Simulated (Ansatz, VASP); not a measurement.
# ZnS (Wurtzite-2H) in two plane-wave programs, part 3 of 3

One calculation is typed for both programs; each brings its own data sets. How far apart do they land? The cell is taken from a series of runs on this material, whose earlier steps may have relaxed, scaled, displaced or heated it; both programs get it as it stands.

VASP 6.6.1 and Ansatz 0.2.0.

So far: The starting structure; VASP: zone-centre phonons, LDA.

### 3. Ansatz: zone-centre phonons, LDA

Level of this step: Ansatz beside VASP: Kohn-Sham DFT, plane waves, LDA (Ansatz).

Ansatz runs on its PAW soft_1 files.

The same cell, functional (in two slightly different forms) and mesh now go to Ansatz, which takes its cutoff from its data sets.

The input, input.yaml:

```yaml
crystal:
  lattice:
    - [3.663394751, 0.0, 0.0]
    - [-1.8316973755, 3.1725929185, 0.0]
    - [0.0, 0.0, 6.2210722441]
  atoms:
    - { symbol: S, position: [0.3333333333, 0.6666666667, 0.3761148053] }
    - { symbol: S, position: [0.6666666667, 0.3333333333, 0.8761148053] }
    - { symbol: Zn, position: [0.3333333333, 0.6666666667, 0.0088851947] }
    - { symbol: Zn, position: [0.6666666667, 0.3333333333, 0.5088851947] }
kpoints:
  mp_grid: { grid: [12, 12, 8] }
hamiltonian:
  xc: lda
  pseudopotentials: { kind: paw, azcp: { folder: soft_1 }, xc_functional: pbe }
scf:
  occupations: { method: fixed }
output:
  eigenvalues: true
phonons:
  method: dfpt
  dielectric: true
  rigid_motions: translations
```

Command:

```bash
$ ansatz run input.yaml --threads 8 --pin off --max-ram 16384MiB --backend cpu --events-out ev --progress --plain --runs-dir out
```

Numbers of over 12 decimals in the logs are rounded to 6 here.

What it wrote:

```text
Engine: ansatz 0.2.0, x86_64-unknown-linux-gnu
Pseudopotentials: kind: paw
Pseudopotential: S, paw, valence charge 6, recommended cutoff 420 eV (normal), soft_1/S.paw.azcp
Pseudopotential: Zn, paw, valence charge 12, recommended cutoff 420 eV (normal), soft_1/Zn.paw.azcp
Functional definition: SPW92
  exchange = slater_x
  correlation = pw_c
Crystal: 4 atoms, lattice volume = 72.304 Å³
Basis set: ecut = 420 eV, 1401 PW (Γ), exchange–correlation on 50×50×96 points (8 copies of the dense FFT grid, shifted against one another)
Bands: 22, of which v1, the nominal top of the filled ones, is band 18 counted from 1 (17 counted from 0)
Symmetry: 12 space group operations
k-points: 320 of 1152 (irreducible under 2 space group operations, time reversal used)
Non-local potential: S, projectors of the file, l = 0: 2, l = 1: 2, l = 2: 1
Non-local potential: Zn, projectors of the file, l = 0: 2, l = 1: 2, l = 2: 3, l = 3: 1
PAW form: soft (Blöchl's): semilocal exchange-correlation on the pseudo side does not see the compensation charge
PAW frozen core: S, regenerated for the run's functional, and the local potential with it (the file was generated under x = pbe(κ = 0.804, μ = 0.219515), c = pbe(β = 0.066725))
PAW frozen core: Zn, regenerated for the run's functional, and the local potential with it (the file was generated under x = pbe(κ = 0.804, μ = 0.219515), c = pbe(β = 0.066725))
PAW one-centre angular grid: S, 110 points (default); XC on 64 Gauss nodes
PAW one-centre angular grid: Zn, 590 points (default); XC on 64 Gauss nodes
Initial density: superposition of atomic densities (chi_scale 0.1, normalization cell, long waves kept (reshape's long-wave potential 0.00 eV rms))
Initial wavefunctions: pseudopotential atomic-orbital guess
Functional: x = slater, c = lda
SCF iter   1: F=—  HF=-8235.053899 eV  |F-HF|=—  |Δ(HF+E_count)|=         —  Δρ=3.83e-2  dr2=6.86e-1  ethr=3.10e-3  ⟨swp⟩=5.0  Hψ=34693  notcnv=0  defer=593
preconditioner: auto → Resta (q_TF=auto, 2.429 Å⁻¹)  ε∞=6.4  [insulator: Δε(μ)=2.449 eV  Ē_g=11.305 eV  n_scr=22 (ndim 8)  ℏωp=26.2 eV  f_vac=0.000  ε∞_Penn≈6.4]
SCF iter   2: F=—  HF=-8234.891521 eV  |F-HF|=—  |Δ(HF+E_count)|=   1.62e-1  Δρ=1.64e-2  dr2=1.58e-1  ethr=1.90e-3  ⟨swp⟩=2.9  Hψ=15111  notcnv=0  defer=637
SCF iter   3: F=—  HF=-8234.858297 eV  |F-HF|=—  |Δ(HF+E_count)|=   3.32e-2  Δρ=1.06e-2  dr2=5.37e-2  ethr=4.40e-4  ⟨swp⟩=2.0  Hψ=12815  notcnv=0  defer=637
SCF iter   4: F=—  HF=-8234.839564 eV  |F-HF|=—  |Δ(HF+E_count)|=   1.87e-2  Δρ=3.06e-3  dr2=4.31e-3  ethr=1.49e-4  ⟨swp⟩=2.0  Hψ=15364  notcnv=0  defer=637
SCF iter   5: F=—  HF=-8234.839735 eV  |F-HF|=—  |Δ(HF+E_count)|=   1.71e-4  Δρ=5.19e-4  dr2=1.98e-4  ethr=1.20e-5  ⟨swp⟩=2.1  Hψ=12162  notcnv=0  defer=637
SCF iter   6: F=—  HF=-8234.839799 eV  |F-HF|=—  |Δ(HF+E_count)|=   6.40e-5  Δρ=2.35e-4  dr2=3.33e-5  ethr=5.50e-7  ⟨swp⟩=2.9  Hψ=12462  notcnv=0  defer=621
SCF iter   7: F=—  HF=-8234.839807 eV  |F-HF|=—  |Δ(HF+E_count)|=   8.35e-6  Δρ=5.62e-5  dr2=1.06e-6  ethr=9.24e-8  ⟨swp⟩=2.7  Hψ=12593  notcnv=0  defer=2
SCF iter   8: F=—  HF=-8234.839807 eV  |F-HF|=—  |Δ(HF+E_count)|=   4.82e-7  Δρ=1.56e-5  dr2=1.05e-7  ethr=2.96e-9  ⟨swp⟩=2.7  Hψ=13259  notcnv=0  defer=2
SCF iter   9: F=—  HF=-8234.839807 eV  |F-HF|=—  |Δ(HF+E_count)|=   2.84e-8  Δρ=1.55e-6  dr2=2.28e-9  ethr=2.90e-10  ⟨swp⟩=2.2  Hψ=12381  notcnv=0  defer=2
SCF iter  10: F=-8234.839807 eV  HF=-8234.839807 eV  |F-HF|=7.28e-12  |Δ(HF+E_count)|=  4.60e-10  Δρ=2.48e-7  dr2=5.13e-11  ethr=1.00e-12  ⟨swp⟩=8.3  Hψ=58672  notcnv=0
SCF 1 converged in 10 iterations: F = -8234.839807 eV  dr2 = 5.13e-11
  greatest PAW one-centre occupation: 0.983 electrons in one spin orbital (limit 2), on the Zn atom at site 2 (counted from 0), in its partial waves of l = 2
DFPT response loops at Γ: preconditioner auto → Resta (q_TF=auto, 2.429 Å⁻¹)  ε∞=5.3 (no band partly filled); β = 1.00, the filter's whole step (`scf.mixing.beta` (0.50) is not read by the response loops at its default; to damp them type it under 1.00, their step now; it binds the ground state too); Broyden in place of MSR1
── the response to a field inside a basis, on 12×12×8 k-points: an SCF that follows is theirs, and a resumed run solves both again ──
Bands: 19, of which v1, the nominal top of the filled ones, is band 18 counted from 1 (17 counted from 0)
k-points: 168 of 1152 (irreducible under 4 space group operations, time reversal used)
Initial density: handed on by an earlier stage of this run
Initial wavefunctions: pseudopotential atomic-orbital guess (no wavefunctions were taken with the density)
Eigensolver: Dense (168 Hₖ)
SCF iter   1: F=—  HF=-8234.836932 eV  |F-HF|=—  |Δ(HF+E_count)|=         —  Δρ=1.59e-4  dr2=3.21e-6  ethr=1.00e-1
preconditioner: auto → Resta (q_TF=auto, 2.429 Å⁻¹)  ε∞=8.2  [insulator: Δε(μ)=2.416 eV  Ē_g=9.787 eV  n_scr=22 (ndim 8)  ℏωp=26.2 eV  f_vac=0.019  ε∞_Penn≈8.2]
SCF iter   2: F=—  HF=-8234.836933 eV  |F-HF|=—  |Δ(HF+E_count)|=   8.23e-7  Δρ=1.40e-4  dr2=5.44e-6  ethr=8.91e-9
SCF iter   3: F=—  HF=-8234.836933 eV  |F-HF|=—  |Δ(HF+E_count)|=   6.81e-8  Δρ=3.03e-5  dr2=1.17e-7  ethr=8.91e-9
SCF iter   4: F=-8234.836933 eV  HF=-8234.836933 eV  |F-HF|=2.65e-8  |Δ(HF+E_count)|=   3.85e-7  Δρ=7.26e-6  dr2=8.81e-9  ethr=3.24e-10
SCF 1 converged in 4 iterations: F = -8234.836933 eV  dr2 = 8.81e-9
  greatest PAW one-centre occupation: 0.983 electrons in one spin orbital (limit 2), on the Zn atom at site 3 (counted from 0), in its partial waves of l = 2
DFPT response loops at Γ: preconditioner auto → Resta (q_TF=auto, 2.429 Å⁻¹)  ε∞=5.0 (no band partly filled); β = 1.00, the filter's whole step (`scf.mixing.beta` (0.50) is not read by the response loops at its default; to damp them type it under 1.00, their step now; it binds the ground state too); Broyden in place of MSR1
SCF converged after 10 iterations
Free energy (F): -8234.839807 eV
Harris-Foulkes:  -8234.839807 eV  (|F-HF|=7.28e-12)
Internal energy: -8234.839807 eV  (E = F + TS)
E sigma→0 (E₀):  -8234.839807 eV
Fermi energy:    6.772485 eV
--- Per-component energies (eV) ---
  E_band       = 26.936078
  E_kinetic    = 513.636840
  E_local      = -4433.955934  (includes V_loc(G=0)·N_el)
  E_nonlocal   = 1714.748792
  E_hartree    = 1684.815771
  E_xc         = -334.529978
  E_vxc        = -272.522331  (∫ρ·V_xc dr)
  E_paw        = -4803.808490  (= ΣΔE_a)
  E_vpaw       = -864.602496  (= ΣTr[D̂ρ^β])
  E_aug_tail   = -0.000479  (compensation charges beyond the density's cutoff)
  E_ewald      = -2579.167011
  E_core_change = 3.420682  (= ΣΔE_core)
  E_smearing   = -0.000000  (= −TS)
  E_closure    = 0.000000  (closes the sum)
  Σ components = -8234.839807   (vs F -8234.839807, Δ=0.00e0)
--- Band table (eV; the first three rows and the last of 320) ---
  k-point 0: bands = [... 14 lower, 5.8012, 6.4613, 6.7725, 6.7725, 8.9444, 10.0693, 12.7295, 12.9486]
  k-point 1: bands = [... 14 lower, 5.8346, 6.0642, 6.7312, 6.7312, 9.3007, 10.1028, 12.6554, 12.9742]
  k-point 2: bands = [... 14 lower, 5.9312, 5.9312, 6.6159, 6.6159, 9.9538, 10.1990, 12.5539, 13.0578]
  k-point 319: bands = [... 14 lower, 3.8141, 3.8141, 4.8578, 4.8578, 10.8910, 10.8910, 12.9237, 12.9237]
--- Phonons (Γ-DFPT): 4 representative perturbations + reference, on 320 of 1152 k-points (Σ response iterations 13) ---
  k mesh reduced under 2 symmetry operations, with k and −k counted as one. Each operation leaves every solved perturbation unchanged. A smaller set is not considered because the run solves the response to a homogeneous field
  ASR residual: 1.447e-4 → 0.000e0 eV/Å²; symmetrization residual: 7.975e-6 eV/Å²
  ASR residual per site (eV/Å²): 1.45e-4 1.45e-4 7.34e-5 7.34e-5
  Γ frequencies (cm⁻¹): 0.00 0.00 0.00 69.62 69.62 209.39 303.15 306.73 306.73 311.69 311.69 356.45
  ε∞ (high-frequency dielectric tensor):
        6.030441    -0.000000     0.000000
       -0.000000     6.030441     0.000000
        0.000000     0.000000     6.342380
  ε⁰ (static dielectric tensor: ions relaxed, cell fixed):
        8.142590    -0.000000    -0.000000
       -0.000000     8.142590     0.000000
       -0.000000     0.000000     8.933638
  ε⁰ − ε∞ (ionic part):
        2.112148    -0.000000    -0.000000
       -0.000000     2.112148     0.000000
       -0.000000     0.000000     2.591258
  softest optical mode at Γ: 69.62 cm⁻¹; the repairs (sum rule, projections) moved no ω² at Γ by more than (1.43 cm⁻¹)²
  Born effective charges Z* (e; rows j = field, columns β = displacement):
    site 0:
        -1.77220    0.00000   -0.00000
         0.00000   -1.77220   -0.00000
        -0.00000   -0.00000   -1.94004
    site 1:
        -1.77220    0.00000    0.00000
         0.00000   -1.77220   -0.00000
         0.00000    0.00000   -1.94004
    site 2:
         1.77220   -0.00000    0.00000
        -0.00000    1.77220   -0.00000
         0.00000   -0.00000    1.94004
    site 3:
         1.77220   -0.00000   -0.00000
        -0.00000    1.77220    0.00000
         0.00000   -0.00000    1.94004
  Z* charge neutrality: 6.039e-4 e pre-enforcement
  solved inside a basis spanned on kpoints, on 12×12×8 k-points, its susceptibility summed on 16×16×8: ε∞ is read to err by 2.0e-2, Z* by 1.3e-2 e (field_mesh: kpoints solves on kpoints); Z* is corrected for what the basis lacks
  optical modes at Γ without the LO–TO term, one row a degenerate level:
      ω (cm⁻¹)  modes    IR ((D/Å)²/amu)
         69.62      2             0.0000
        209.39      1             0.0000
        303.15      1             8.0731
[...]
optical modes at Γ + LO–TO along q̂ = [1.0000, 0.0000, 0.0000]:
      ω (cm⁻¹)  modes    IR ((D/Å)²/amu)
[...]
optical modes at Γ + LO–TO along q̂ = [0.0000, 1.0000, 0.0000]:
      ω (cm⁻¹)  modes    IR ((D/Å)²/amu)
[...]
356.42      1             6.7367
        356.45      1             0.0000
  optical modes at Γ + LO–TO along q̂ = [0.0000, 0.0000, 1.0000]:
      ω (cm⁻¹)  modes    IR ((D/Å)²/amu)
         69.62      2             0.0000
        209.39      1             0.0000
        306.73      2            13.4734
        311.69      2             0.0000
        356.45      1             0.0000
        359.79      1             8.0731
```

### 4. Differences

Known differences besides the potentials themselves: the two LDA forms differ slightly; fixed occupations in Ansatz, narrow Gaussian smearing in VASP; VASP's response is taken on the typed mesh, Ansatz refines its own for the field response alone; the cutoff is 420 eV in Ansatz and 500 eV in VASP; VASP's log shows a relativistic correction to its local exchange, Ansatz's none. Total energies have different zeros and are not compared.

Compared:

| quantity | Ansatz | VASP | difference |
| --- | --- | --- | --- |
| ε∞ xx | 6.03 | 5.98 | +0.77 % |
| ε∞ yy | 6.03 | 5.98 | +0.77 % |
| ε∞ zz | 6.34 | 6.29 | +0.87 % |
| Born charge of S1 (mean of the diagonal) (e) | -1.83 | -1.84 | +0.01 |
| Born charge of Zn3 (mean of the diagonal) (e) | 1.83 | 1.84 | -0.01 |
| optical mode 1 to 2 (cm⁻¹) | 69.6 | 70.7 | -1.48 % |
| optical mode 3 (cm⁻¹) | 209.4 | 208.9 | +0.23 % |
| optical mode 4 (cm⁻¹) | 303.1 | 304.6 | -0.47 % |
| optical mode 5 to 6 (cm⁻¹) | 306.7 | 308.6 | -0.60 % |
| optical mode 7 to 8 (cm⁻¹) | 311.7 | 313.4 | -0.54 % |
| optical mode 9 (cm⁻¹) | 356.4 | 357.7 | -0.36 % |

Modes are paired by rising frequency, not by their patterns, so a pair may set unlike modes beside each other; they are those without the splitting of longitudinal modes.

### 5. Summary of results

```
r.m.s. difference of the optical zone-centre modes, each program's sorted by frequency (zone-centre phonons, LDA) : 1.4 cm⁻¹
difference in optical mode 1 to 2 (zone-centre phonons, LDA)                                                      : -1.5 %
```

What this shows: The r.m.s. difference of the optical zone-centre modes, each program's sorted by frequency is 1.4 cm⁻¹ (zone-centre phonons, LDA). Among the rows given in per cent, the largest difference of the zone-centre phonons, LDA pair is in optical mode 1 to 2, -1.5 %. How closely two codes agree says nothing of how well the functional describes the real material.

[Lines on the potential files, build, host, timing and source positions are cut from VASP's logs without a mark.]

[Logs are printed without paths, hosts, clocks, repeated set-up lines and the standing remarks that a program may print on its own settings, such as how far it seeks lower states.]

[Hosts, paths, dates, database ids (printed as entryN), source tags and the programs' standing remarks are cut or masked in the printed files.]
